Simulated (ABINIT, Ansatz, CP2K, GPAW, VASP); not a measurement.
# Cd2S: 5 runs at one level of theory

```
Cd S
1.0
     3.96267    0.00000    0.00000
    -1.98134    3.43177    0.00000
     0.00000    0.00000    5.80919
Cd S
2 1
Direct
  0.32600 0.65881 0.93410
  0.68459 0.35091 0.57211
  0.31890 0.65703 0.35867
```

The cell comes from a database or a generator and needn't be the stable form of this composition.

Atoms were shifted at random by some hundredths of an Å from the given cell, which wasn't relaxed again for these runs.

Alike in all runs: task single point; functional PBEsol; k mesh 8 × 8 × 5; occupations fermi-dirac, width 0.05 eV; no spin polarisation; no spin-orbit coupling. Pressure is positive in compression and, in plane waves, holds the error of the finite cutoff.

```csv
program and potentials,plane-wave cutoff (eV),notes,pressure (GPa),largest force (eV/Å),energy over the undisturbed cell (meV/atom)
"ABINIT, JTH PAW PBE v2.0",599,potentials made for PBE,-2.57,0.511,10.56
"CP2K, POTENTIAL_UZH Cd GTH-PBE-q12, S GTH-PBE-q6; TZVP-MOLOPT-PBE-GTH basis",-,atomic basis; potentials made for PBE,-2.04,0.554,12.08
"GPAW, PAW data sets generated for this functional",600,-,-2.82,0.512,10.41
"Ansatz, all-electron LAPW, scalar-relativistic",-,-,-2.57,0.512,-
"VASP, PBE PAW files Cd, S, 520 eV",520,potentials made for PBE,-2.29,0.525,-
```

Force on atom 3 (S), eV/Å:

| program and potentials | x | y | z |
| --- | --- | --- | --- |
| ABINIT, JTH PAW PBE v2.0 | 0.321 | 0.299 | 0.261 |
| CP2K, POTENTIAL_UZH Cd GTH-PBE-q12, S GTH-PBE-q6; TZVP-MOLOPT-PBE-GTH basis | 0.346 | 0.327 | 0.283 |
| GPAW, PAW data sets generated for this functional | 0.320 | 0.300 | 0.265 |
| Ansatz, all-electron LAPW, scalar-relativistic | 0.319 | 0.300 | 0.265 |
| VASP, PBE PAW files Cd, S, 520 eV | 0.328 | 0.309 | 0.269 |

The pressure spans -2.82 (GPAW, PAW data sets generated for this functional) to -2.04 GPa (CP2K, POTENTIAL_UZH Cd GTH-PBE-q12, S GTH-PBE-q6; TZVP-MOLOPT-PBE-GTH basis), with all-electron results at -2.57. Rows in atomic bases carry the error of their basis and grid, which can be large.

The functional is the same throughout but for its coding, so the spread measures potentials, basis and numerics; runs on potential files found faulty are left out.
